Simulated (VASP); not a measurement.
## TaN (Fm-3m): a series in biaxial strain in the (001) plane

Wanted: the elastic response of TaN to biaxial strain in the (001) plane, with a fit that predicts a row left out.

Method: PBEsol; plane waves and PAW (Ta_pv, N); cell typed or built by script, in the first sound run; inputs show where later runs differ, in VASP 6.6.1.

This is a report of a sequence of runs, with most program output left out.

## (1) The structure

The structure is cubic, space group Fm-3m (No. 225). Conventional cell: a = 4.390 Å, b = 4.390 Å, c = 4.390 Å, α = 90.00°, β = 90.00°, γ = 90.00°. Nearest to Ta lie 6 N at 2.19 Å. Nearest to N lie 6 Ta at 2.19 Å. Farther neighbours and most contacts between anions are not listed.

## (2) Relax the crystal, PBEsol

The series starts from the cell that this level prefers, so that zero strain is near zero stress.

Level: PBEsol; plane waves and PAW (Ta_pv, N); cell typed or built by script.

File INCAR:

```
SYSTEM = TaN
PREC = Accurate
ENCUT = 600
EDIFF = 1E-07
NELM = 120
ISMEAR = 1
SIGMA = 0.15
LREAL = .FALSE.
ALGO = Normal
GGA = PS
NBANDS = 14
LASPH = .TRUE.
LORBIT = 11
LWAVE = .FALSE.
LCHARG = .FALSE.
KPAR = 8
IBRION = 2
NSW = 40
ISIF = 3
EDIFFG = -0.005
POTIM = 0.4
```

File POSCAR:

```
TaN
1.0
    0.0000000000      2.1950000000      2.1950000000
    2.1950000000      0.0000000000      2.1950000000
    2.1950000000      2.1950000000      0.0000000000
Ta N
1 1
Direct
    0.0000000000      0.0000000000      0.0000000000
    0.5000000000      0.5000000000      0.5000000000
```

File KPOINTS:

```
Automatic mesh
0
Gamma
20 20 20
0 0 0
```

The projector-augmented-wave data sets are Ta_pv and N (PBE family, release 64).

Command:

```
$ mpirun -np 8 vasp_std
```

The job ended after 71 s (8 MPI ranks of AMD EPYC 7R43, shared host; peak memory 1.9 GiB).

This run gave:

```
energy(sigma→0) of the program : -23.2172 eV
stress, compression positive   : xx, yy, zz 0.00, 0.00, 0.00 GPa
volume                         : 20.993 Å³
ionic steps                    : 3
```

## (3) Strain along the normal, PBEsol

One member in full: the plane is strained by -1 %, and the strain along the normal is moved by secant steps until the normal stress is under 0.012 GPa or five steps are spent; the atoms relax at each step.

This step took 3 runs, each at a new trial strain with the atoms of the one before; the last is shown.

Level: PBEsol; plane waves and PAW (Ta_pv, N); cell typed or built by script.

INCAR, as its differences from that of step 2:

```diff
@@ -15,7 +15,7 @@
 LCHARG = .FALSE.
-KPAR = 8
-IBRION = 2
-NSW = 40
-ISIF = 3
-EDIFFG = -0.005
-POTIM = 0.4
+KPAR = 2
+IBRION = 1
+NSW = 25
+ISIF = 2
+EDIFFG = -0.004
+POTIM = 0.3
```

File POSCAR:

```
TaN
1.0
    0.0000000000      2.1676088290      2.1972685270
    2.1676088290      0.0000000000      2.1972685270
    2.1676088290      2.1676088290      0.0000000000
Ta N
1 1
Direct
    0.0000000000      0.0000000000      0.0000000000
    0.5000000000      0.5000000000      0.5000000000
```

KPOINTS is that of step 2.

Command:

```
$ mpirun -np 2 vasp_std
```

It took 2.7 min on 2 MPI ranks; peak memory 0.62 GiB; 5.3 min of CPU time.

Read from the output:

```
energy(sigma→0) of the program : -23.2041 eV
stress, compression positive   : xx, yy, zz 9.50, 9.50, 0.00 GPa
ionic steps                    : 1
```

## (4) The table

The other members went through these steps as far as the tables show, with the same cutoff and, step by step, the same mesh; 24 runs are not shown. The session took 2.5 core hours (wall time by ranks) on a shared machine.

| in-plane strain (%) | strain along the normal (%) | in-plane stress, tension positive (GPa) | energy above the unstrained row, extrapolated to no smearing (meV/atom) |
| --- | --- | --- | --- |
| -2.000 | 0.779 | -20.013 | 25.757 |
| -1.500 | 0.549 | -14.667 | 14.385 |
| -1.000 | 0.355 | -9.501 | 6.384 |
| -0.500 | 0.175 | -4.599 | 1.641 |
| 0 | 0.000 | -0.002 | 0.000 |
| 0.500 | -0.179 | 4.258 | 1.292 |
| 1.000 | -0.364 | 8.195 | 5.280 |
| 1.500 | -0.542 | ? | ? |
| 2.000 | -0.705 | 15.408 | 20.650 |

## (5) A fit to the known rows

Fitting a parabola to the 8 known rows (e: strain in %) gives stress = − 0.5696 e² + 8.861 e − 0.04612 in GPa; the residuals are 0.034 GPa r.m.s.

At e = 1.5 this predicts 11.964 GPa.

## (6) The withheld row

The calculation gives 11.894 GPa, so the prediction is 0.070 GPa too high, more than twice the residual of the fit.

Slopes at zero strain, from cubics through all rows: strain ratio -0.355, stress over strain 885 GPa.

## (7) Outcome

- error of the predicted stress: 0.070 GPa
- ratio of normal to in-plane strain: -0.355
- biaxial modulus: 885 GPa

As a check, the curvature of the energy gives 889 GPa for the same modulus (energy per volume = M × strain²), 0 % from the slope of the stress. The energy also has a linear term worth 0.24 GPa that the stress column lacks, a mark of the finite basis or of the smearing. These are static values: temperature and zero-point motion are left out. In a metal the slopes also depend on mesh and smearing, which were held through the series.

[Lines on the potential files, build, host, timing and source positions are cut from VASP's logs without a mark.]

[Logs are printed without paths, hosts, clocks, repeated set-up lines and the standing remarks that a program may print on its own settings, such as how far it seeks lower states.]

[Hosts, paths, dates, database ids (printed as entryN), source tags and the programs' standing remarks are cut or masked in the printed files.]

[In band tables of VASP the shares of atoms and orbitals are scaled to a sum of 1 inside the atoms' spheres.]
